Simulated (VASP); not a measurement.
An input for Quantum ESPRESSO's pw.x (written as the equivalent of a VASP run, and not itself run):

```
&CONTROL
  calculation = 'vc-relax'
  pseudo_dir = './pseudo'
  outdir = './out'
  tprnfor = .true.
  tstress = .true.
  nstep = 60
  forc_conv_thr = 0.00039
/
&SYSTEM
  ibrav = 0
  nat = 2
  ntyp = 2
  ecutwfc = 84
  occupations = 'smearing'
  smearing = 'gaussian'
  degauss = 0.003675
  input_dft = 'vdw-df-cx'
/
&ELECTRONS
  conv_thr = 7.3e-08
  electron_maxstep = 100
/
&IONS
/
&CELL
/
ATOMIC_SPECIES
  B 10.810 B.upf
  As 74.922 As.upf
CELL_PARAMETERS angstrom
     0.0000000    2.3900000    2.3900000
     2.3900000    0.0000000    2.3900000
     2.3900000    2.3900000    0.0000000
ATOMIC_POSITIONS crystal
  B    0.0000000  0.0000000  0.0000000
  As   0.2500000  0.2500000  0.2500000
K_POINTS automatic
  9 9 9 0 0 0
```

### Question
Translate this input to VASP (INCAR, KPOINTS, POSCAR, choice of POTCAR).

### Answer
This is not unique; one that fits is 
### INCAR
```
# general
SYSTEM   = BAs
PREC     = Accurate
ENCUT    = 520   # plane-wave cut-off (eV)
LREAL    = .FALSE.   # projection in real space or not
LASPH    = .TRUE.

# electronic loop
EDIFF    = 1E-6
NELM     = 100   # most electronic steps
ALGO     = Normal   # blocked Davidson
LMAXMIX  = 4   # l cut-off of mixed one-centre charges

# smearing
ISMEAR   = 0   # Gaussian
SIGMA    = 0.05   # width (eV)

# functional
GGA      = CX
LUSE_VDW = .TRUE.
AGGAC    = 0.0

# ions
IBRION   = 2   # conjugate gradients
NSW      = 60
ISIF     = 3   # ions, shape and volume
EDIFFG   = -0.01

# output
LWAVE    = .FALSE.
LCHARG   = .FALSE.
```

### KPOINTS
```
Automatic mesh
0
Gamma
9 9 9
0 0 0
```

### POSCAR
```
BAs
1.0
  0.0000000000   2.3900000000   2.3900000000
  2.3900000000   0.0000000000   2.3900000000
  2.3900000000   2.3900000000   0.0000000000
B As
1 1
Cart
  0.0000000000   0.0000000000   0.0000000000
  1.1950000000   1.1950000000   1.1950000000
```

POTCAR, in this order: B As (PBE.64 set). Program: vasp_std.

The two are equivalent in intent, not identical: the potentials are each code's own (VASP's PAW set, PseudoDojo norm-conserving files in pw.x), so ENCUT and ecutwfc are chosen apart and not converted; conv_thr bounds pw.x's estimated SCF error, while EDIFF bounds the energy change between steps; forc_conv_thr acts on force components and is met together with etot_conv_thr.

The compound is BAs in the zinc blende structure. This run relaxes it. Symmetry was kept, so distortions that lower it aren't found.
